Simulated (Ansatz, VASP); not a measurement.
LiY3 in VASP and in Ansatz

File INCAR:

```
PREC = Accurate ; ENCUT = 600
EDIFF = 1E-6 ; ISMEAR = -1
SIGMA = 0.05 ; LREAL = False
LASPH = True ; NELM = 100
ALGO = Normal ; ISIF = 3
LWAVE = False ; LCHARG = False
GGA = PE ; IBRION = 2
NSW = 40 ; EDIFFG = -0.01
```

KPOINTS

```
Automatic mesh
0
Gamma
  6 6 6
```

File POSCAR:

```
LiY3
1.0
   -2.3671900000      2.3671900000      5.3266430000
    2.3671900000     -2.3671900000      5.3266430000
    2.3671900000      2.3671900000     -5.3266430000
Y Li
3 1
Direct
    0.5000000000      0.5000000000      0.0000000000
    0.2500000000      0.7500000000      0.5000000000
    0.7500000000      0.2500000000      0.5000000000
    0.0000000000      0.0000000000      0.0000000000
```

The input input.yaml:

```yaml
crystal:
  lattice:
    - [-2.36719, 2.36719, 5.326643]
    - [2.36719, -2.36719, 5.326643]
    - [2.36719, 2.36719, -5.326643]
  atoms:
    - { symbol: "Y", position: [0.5, 0.5, 0.0] }
    - { symbol: "Y", position: [0.25, 0.75, 0.5] }
    - { symbol: "Y", position: [0.75, 0.25, 0.5] }
    - { symbol: Li, position: [0.0, 0.0, 0.0] }
hamiltonian:
  xc: pbe
  pseudopotentials: { kind: paw }
kpoints:
  mp_grid: { grid: [6, 6, 6] }
scf:
  occupations: { method: fermi_dirac, width: 0.05 }
output:
  forces: true
  stress: true
  eigenvalues: true
  write_density: true
  write_potential: true
  elf: true
  volumetric_format: npy
relax:
  f_tol: 0.01
  max_steps: 40
  cell: { stress_tol: 0.05 }
```

The cell comes from a database or a generator and needn't be the stable form of this composition.

Alike in both runs: task relaxation of cell and atoms; functional PBE; k mesh 6 × 6 × 6; occupations fermi-dirac, width 0.05 eV; no spin polarisation.

```csv
,VASP,Ansatz
version,VASP 6.6.1,Ansatz 0.2.0
potentials or method,"VASP PAW PBE potentials, release 64 (Y_sv, Li_sv)",Ansatz PAW
plane-wave cutoff (eV),600,420
valence electrons in the cell,36,36
```

VASP gave:

* gap on the k mesh at the Fermi level, each at its own relaxed structure (eV): none
* relaxed volume (Å³/atom): 29.75
* relaxed cell length with the largest relative difference (Å): 6.227

Question: What did Ansatz give for the same quantities?

Answer: gap on the k mesh at the Fermi level, each at its own relaxed structure (eV): none; relaxed volume (Å³/atom): 29.90; relaxed cell length with the largest relative difference (Å): 6.246.

A gap of «none» marks a metal or a gap that the smearing closes.

Caveats: the cutoff is under 1.25 times the usual one of these potentials, so pressure, stress and relaxed cells hold a basis-set (Pulay) error (VASP); the plane-wave basis is chosen anew once the cell has moved, so the energies of steps on either side of that aren't comparable (Ansatz).
